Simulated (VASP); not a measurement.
These are revTPSS meta-GGA, VASP's PBE PAW potentials (set 64) (plane waves; VASP) values and carry that method's errors.

The input files of a VASP run:

### POSCAR
```
C
1
    1.2307166190    -2.1316632198    -0.0000000000
    1.2307166190     2.1316632198     0.0000000000
    0.0000000000     0.0000000000     7.1929605618
C
4
Direct
  0.0000000000   0.0000000000   0.2500000000
  0.0000000000   0.0000000000   0.7500000000
  0.3333330000   0.6666670000   0.2500000000
  0.6666670000   0.3333330000   0.7500000000
```

INCAR:
```
SYSTEM = C
PREC = Accurate
ENCUT = 520
EDIFF = 1E-6
NELM = 100
ALGO = Normal
LREAL = .FALSE.
LASPH = .TRUE.
ISMEAR = 0
SIGMA = 0.05
METAGGA = RTPSS
LMIXTAU = .TRUE.
LWAVE = .FALSE.
LCHARG = .FALSE.
IBRION = 2
ISIF = 3
NSW = 60
EDIFFG = -0.02
```

### KPOINTS
```
Automatic mesh
0
Gamma
9 9 3
0 0 0
```

POTCAR, in this order: C (PBE.64 set). Program: vasp_std.

The resulting files:

File OUTCAR:
```
 ion  position               nearest neighbor table
   1  0.000  0.000  0.250-   3 1.42   3 1.42   3 1.42
   2  0.000  0.000  0.750-   4 1.42   4 1.42   4 1.42
   3  0.333  0.667  0.250-   1 1.42   1 1.42   1 1.42
   4  0.667  0.333  0.750-   2 1.42   2 1.42   2 1.42
  LATTYP: Found a hexagonal cell.
 ALAT       =     2.4614328102
 C/A-ratio  =     2.9222656544
 Subroutine PRICEL returns:
 Original cell was already a primitive cell.
 Subroutine GETGRP returns: Found 24 space group operations
The static configuration has the point symmetry D_3d.
 The point group associated with its full space group is D_6h.
The dynamic configuration has the point symmetry D_3d.
 Subroutine INISYM returns: Found 24 space group operations
 Subroutine IBZKPT returns following result:
 Found     24 irreducible k-points:

 Following reciprocal coordinates:
            Coordinates               Weight
  0.000000  0.000000  0.000000      1.000000
  0.111111  0.000000  0.000000      6.000000
  0.222222  0.000000  0.000000      6.000000
  0.333333  0.000000  0.000000      6.000000
  0.444444  0.000000  0.000000      6.000000
...
```

OSZICAR:
```
...
DAV:   5    -0.757720638749E+05   -0.28976E+02   -0.29357E+02  1028   0.174E+02    0.138E+01
DAV:   6    -0.414123478084E+02    0.75731E+05   -0.29440E+03   668   0.128E+02    0.520E+00
DAV:   7    -0.411408489467E+02    0.27150E+00   -0.10140E+00   716   0.802E+00    0.329E+00
DAV:   8    -0.393851782357E+02    0.17557E+01   -0.38516E+02   588   0.193E+03    0.173E+00
DAV:   9    -0.412902426657E+02   -0.19051E+01   -0.14212E+01   604   0.631E+01    0.102E+00
DAV:  10    -0.410831968246E+02    0.20705E+00   -0.21352E-01   728   0.514E+00    0.390E-01
DAV:  11    -0.413511641901E+02   -0.26797E+00   -0.50135E-02   628   0.305E+00    0.127E-01
DAV:  12    -0.413665913921E+02   -0.15427E-01   -0.18740E-03   744   0.459E-01    0.108E-01
DAV:  13    -0.413677913199E+02   -0.11999E-02   -0.26743E-03   644   0.714E-01    0.535E-02
DAV:  14    -0.413754368847E+02   -0.76456E-02   -0.27303E-03   696   0.576E-01    0.383E-02
DAV:  15    -0.413757885640E+02   -0.35168E-03   -0.14963E-04   696   0.133E-01    0.182E-02
DAV:  16    -0.413758339740E+02   -0.45410E-04   -0.29395E-05   724   0.539E-02    0.884E-03
DAV:  17    -0.413758390315E+02   -0.50575E-05   -0.24903E-06   568   0.209E-02    0.643E-03
DAV:  18    -0.413758475337E+02   -0.85022E-05   -0.47740E-06   700   0.224E-02    0.118E-03
DAV:  19    -0.413758487580E+02   -0.12243E-05   -0.58746E-07   412   0.826E-03    0.107E-03
DAV:  20    -0.413758484964E+02    0.26156E-06   -0.76602E-08   416   0.318E-03
   1 F= -.41375848E+02 E0= -.41375160E+02  d E =-.413758E+02
       N       E                     dE             d eps       ncg     rms          rms(c)
DAV:   1    -0.413731214830E+02    0.27273E-02   -0.46031E-02   644   0.235E+00    0.195E-01
DAV:   2    -0.413738229397E+02   -0.70146E-03   -0.57773E-04   712   0.253E-01    0.121E-01
DAV:   3    -0.413726163752E+02    0.12066E-02   -0.14585E-03   620   0.338E-01    0.402E-02
DAV:   4    -0.413743130665E+02   -0.16967E-02   -0.20110E-04   672   0.141E-01    0.254E-02
DAV:   5    -0.413742669082E+02    0.46158E-04   -0.31676E-06   708   0.186E-02    0.317E-02
DAV:   6    -0.413744553073E+02   -0.18840E-03   -0.37168E-05   648   0.506E-02    0.142E-02
DAV:   7    -0.413744675717E+02   -0.12264E-04   -0.65902E-06   700   0.246E-02    0.796E-03
DAV:   8    -0.413744712177E+02   -0.36460E-05   -0.10605E-06   452   0.129E-02    0.607E-03
DAV:   9    -0.413744710203E+02    0.19737E-06   -0.10557E-07   380   0.331E-03
   2 F= -.41374471E+02 E0= -.41373782E+02  d E =0.137748E-02
       N       E                     dE             d eps       ncg     rms          rms(c)
DAV:   1    -0.413756055003E+02   -0.11343E-02   -0.21114E-02   640   0.160E+00    0.133E-01
DAV:   2    -0.413759206515E+02   -0.31515E-03   -0.28131E-04   704   0.178E-01    0.828E-02
DAV:   3    -0.413755053748E+02    0.41528E-03   -0.63701E-04   612   0.225E-01    0.280E-02
DAV:   4    -0.413761925736E+02   -0.68720E-03   -0.76564E-05   644   0.880E-02    0.174E-02
DAV:   5    -0.413761570809E+02    0.35493E-04   -0.32969E-06   696   0.185E-02    0.247E-02
DAV:   6    -0.413762539985E+02   -0.96918E-04   -0.26985E-05   652   0.408E-02    0.522E-03
DAV:   7    -0.413762556586E+02   -0.16600E-05   -0.15403E-06   572   0.110E-02    0.282E-03
DAV:   8    -0.413762549172E+02    0.74137E-06   -0.11213E-07   404   0.408E-03
   3 F= -.41376255E+02 E0= -.41375566E+02  d E =-.406421E-03
       N       E                     dE             d eps       ncg     rms          rms(c)
DAV:   1    -0.413762581050E+02   -0.24464E-05   -0.27138E-06   468   0.193E-02    0.148E-03
DAV:   2    -0.413762581356E+02   -0.30621E-07   -0.17185E-07   368   0.493E-03
   4 F= -.41376258E+02 E0= -.41375569E+02  d E =-.409639E-03
       N       E                     dE             d eps       ncg     rms          rms(c)
DAV:   1    -0.413765940520E+02   -0.33595E-03   -0.88220E-03   576   0.774E-01    0.611E-02
DAV:   2    -0.413764635802E+02    0.13047E-03   -0.20710E-04   608   0.112E-01    0.340E-02
DAV:   3    -0.413763931880E+02    0.70392E-04   -0.22814E-04   676   0.109E-01    0.101E-02
DAV:   4    -0.413764001612E+02   -0.69732E-05   -0.45026E-06   628   0.194E-02    0.108E-02
DAV:   5    -0.413763994173E+02    0.74391E-06   -0.48959E-08   448   0.256E-03
   5 F= -.41376399E+02 E0= -.41375710E+02  d E =-.141282E-03
       N       E                     dE             d eps       ncg     rms          rms(c)
DAV:   1    -0.413786138704E+02   -0.22137E-02   -0.80532E-02   576   0.233E+00    0.188E-01
DAV:   2    -0.413773434409E+02    0.12704E-02   -0.20054E-03   576   0.345E-01    0.105E-01
DAV:   3    -0.413767109663E+02    0.63247E-03   -0.19001E-03   672   0.315E-01    0.294E-02
DAV:   4    -0.413767879810E+02   -0.77015E-04   -0.41033E-05   644   0.597E-02    0.300E-02
DAV:   5    -0.413762550169E+02    0.53296E-03   -0.70065E-05   600   0.103E-01    0.115E-02
DAV:   6    -0.413768291633E+02   -0.57415E-03   -0.14744E-04   636   0.145E-01    0.180E-02
DAV:   7    -0.413768314157E+02   -0.22524E-05   -0.21488E-06   660   0.144E-02    0.155E-02
DAV:   8    -0.413768252787E+02    0.61370E-05   -0.11377E-06   452   0.138E-02    0.244E-03
DAV:   9    -0.413768342356E+02   -0.89570E-05   -0.63172E-06   624   0.240E-02    0.131E-02
DAV:  10    -0.413768349527E+02   -0.71702E-06   -0.79173E-07   404   0.914E-03
   6 F= -.41376835E+02 E0= -.41376145E+02  d E =-.576817E-03
       N       E                     dE             d eps       ncg     rms          rms(c)
DAV:   1    -0.413843042518E+02   -0.74700E-02   -0.31351E-01   576   0.460E+00    0.363E-01
DAV:   2    -0.413796038944E+02    0.47004E-02   -0.74774E-03   584   0.672E-01    0.202E-01
DAV:   3    -0.413769942282E+02    0.26097E-02   -0.80129E-03   664   0.647E-01    0.602E-02
DAV:   4    -0.413773089595E+02   -0.31473E-03   -0.16673E-04   640   0.119E-01    0.640E-02
DAV:   5    -0.413772507600E+02    0.58200E-04   -0.21512E-06   668   0.179E-02    0.633E-02
DAV:   6    -0.413775368901E+02   -0.28613E-03   -0.25911E-04   664   0.157E-01    0.654E-02
DAV:   7    -0.413775814229E+02   -0.44533E-04   -0.38570E-05   668   0.686E-02    0.787E-02
DAV:   8    -0.413775716698E+02    0.97531E-05   -0.26738E-05   632   0.604E-02    0.742E-03
DAV:   9    -0.413776188814E+02   -0.47212E-04   -0.63530E-05   640   0.687E-02    0.854E-02
DAV:  10    -0.413776150367E+02    0.38447E-05   -0.10798E-05   612   0.291E-02    0.415E-02
DAV:  11    -0.413776153169E+02   -0.28022E-06   -0.40651E-06   704   0.177E-02
   7 F= -.41377615E+02 E0= -.41376924E+02  d E =-.135718E-02
       N       E                     dE             d eps       ncg     rms          rms(c)
DAV:   1    -0.414053863491E+02   -0.27771E-01   -0.12243E+00   576   0.905E+00    0.714E-01
DAV:   2    -0.413868599852E+02    0.18526E-01   -0.29242E-02   576   0.133E+00    0.399E-01
DAV:   3    -0.413761432030E+02    0.10717E-01   -0.32166E-02   664   0.129E+00    0.121E-01
DAV:   4    -0.413775390466E+02   -0.13958E-02   -0.70764E-04   624   0.241E-01    0.129E-01
DAV:   5    -0.413774939848E+02    0.45062E-04   -0.62423E-06   724   0.255E-02    0.129E-01
DAV:   6    -0.413781895809E+02   -0.69560E-03   -0.10798E-04   628   0.109E-01    0.102E-01
DAV:   7    -0.413787473291E+02   -0.55775E-03   -0.15174E-03   640   0.348E-01    0.336E-01
DAV:   8    -0.413787178656E+02    0.29463E-04   -0.73752E-04   660   0.255E-01    0.516E-01
DAV:   9    -0.413787378843E+02   -0.20019E-04   -0.40393E-03   624   0.556E-01    0.149E-01
DAV:  10    -0.413788681960E+02   -0.13031E-03   -0.46900E-04   672   0.186E-01    0.396E-01
DAV:  11    -0.413788976772E+02   -0.29481E-04   -0.22249E-04   600   0.134E-01    0.245E-01
DAV:  12    -0.413789122088E+02   -0.14532E-04   -0.19703E-04   652   0.124E-01    0.957E-02
DAV:  13    -0.413789101915E+02    0.20173E-05   -0.29985E-05   668   0.449E-02    0.422E-02
DAV:  14    -0.413789095371E+02    0.65444E-06   -0.35704E-06   680   0.167E-02
   8 F= -.41378910E+02 E0= -.41378217E+02  d E =-.265140E-02
```

### OUTCAR
```
------------------------ aborting loop because EDIFF is reached ----------------------------------------
  FORCE on cell =-STRESS in cart. coord.  units (eV):
  Direction    XX          YY          ZZ          XY          YZ          ZX
  --------------------------------------------------------------------------------------
  Total       -0.0599804     -0.0599803      0.0527794      0.0000000      0.0000000      0.0000000
  in kB       -2.4668708     -2.4668696      2.1707086      0.0000000      0.0000000      0.0000000
  external PRESSURE =      -0.9210106 kB  Pullay stress =       0.0000000 kB
  volume of cell :       38.96
      direct lattice vectors                 reciprocal lattice vectors
     1.232467973 -2.134696652 -0.000000000     0.405690055 -0.234225317 -0.000000000
     1.232467973  2.134696652 -0.000000000     0.405690055  0.234225317 -0.000000000
     0.000000000 -0.000000000  7.403403588     0.000000000  0.000000000  0.135073009
 POSITION                                       TOTAL-FORCE (eV/Angst)
 -----------------------------------------------------------------------------------
      0.00000     -0.00000      1.85085        -0.000000     -0.000000     -0.000000
      0.00000     -0.00000      5.55255        -0.000000      0.000000      0.000000
      1.23247      0.71157      1.85085         0.000000     -0.000000     -0.000000
      1.23247     -0.71157      5.55255        -0.000000      0.000000      0.000000
 -----------------------------------------------------------------------------------
    total drift:                                0.000000     -0.000000      0.000000
  FREE ENERGIE OF THE ION-ELECTRON SYSTEM (eV)
  ---------------------------------------------------
  free  energy   TOTEN  =       -41.3789095371 eV

  energy  without entropy=      -41.3775235940  energy(sigma->0) =      -41.37821657

 reached required accuracy - stopping structural energy minimisation
```
(Selected blocks of OUTCAR.)

**CONTCAR**
```
C
   1.00000000000000
     1.2324679733583948   -2.1346966524369533   -0.0000000000000000
     1.2324679733583948    2.1346966524369533   -0.0000000000000000
     0.0000000000000000   -0.0000000000000000    7.4034035878067481
  C
     4
Direct
     0.0000000000000000    0.0000000000000000    0.2500000000000000
     0.0000000000000000    0.0000000000000000    0.7500000000000000
     0.3333330000000032    0.6666669999999968    0.2500000000000000
     0.6666669999999968    0.3333330000000032    0.7500000000000000
```

### OUTCAR
```
 val. band max:        3.9235108046   @ k =   0.3333   0.3333   0.0000

 cond. band min:       3.9311060733   @ k =   0.3333   0.3333   0.3333


 Fermi energy:         3.9285786594

 k-point     1 :       0.0000    0.0000    0.0000
  band No.  band energies     occupation
      1     -16.1910      2.00000
      2     -16.0580      2.00000
      3      -4.4518      2.00000
      4      -3.2945      2.00000
      5       0.8616      2.00000
      6       0.8617      2.00000
      7       0.8681      2.00000
      8       0.8682      2.00000
      9       7.6673      0.00000
     10      12.5722      0.00000
     11      12.5723      0.00000
     12      12.5935      0.00000

 k-point     2 :       0.1111    0.0000    0.0000
  band No.  band energies     occupation
      1     -15.8897      2.00000
      2     -15.7594      2.00000
      3      -4.0888      2.00000
      4      -2.9459      2.00000
      5      -0.2926      2.00000
      6      -0.2763      2.00000
      7       0.2802      2.00000
      8       0.2922      2.00000
      9       8.0412      0.00000
     10      12.5883      0.00000
     11      12.6466      0.00000
     12      12.9187      0.00000

 k-point     3 :       0.2222    0.0000    0.0000
  band No.  band energies     occupation
      1     -14.9920      2.00000
      2     -14.8694      2.00000
      3      -3.0158      2.00000
      4      -2.9284      2.00000
      5      -2.8933      2.00000
      6      -1.9210      2.00000
      7      -0.8923      2.00000
      8      -0.8753      2.00000
      9       9.1628      0.00000
     10      12.0630      0.00000
     11      12.2324      0.00000
     12      12.3610      0.00000

 k-point     4 :       0.3333    0.0000    0.0000
  band No.  band energies     occupation
      1     -13.5205      2.00000
      2     -13.4102      2.00000
      3      -5.9551      2.00000
      4      -5.8998      2.00000
      5      -1.9288      2.00000
      6      -1.9093      2.00000
...
```

Energy and stress use the plane-wave basis of the starting cell. Without a dispersion term in the relaxation, distances and binding between the weakly bound layers, chains or molecules are unreliable, and so is what depends on them.

The compound is C in the graphite structure. This run relaxes it. Symmetry was kept, so distortions that lower it aren't found. The k-mesh is coarse (spacing up to 0.33 per Å, 2π included), so the numbers may not be converged in it. The start is the result of an earlier pass.
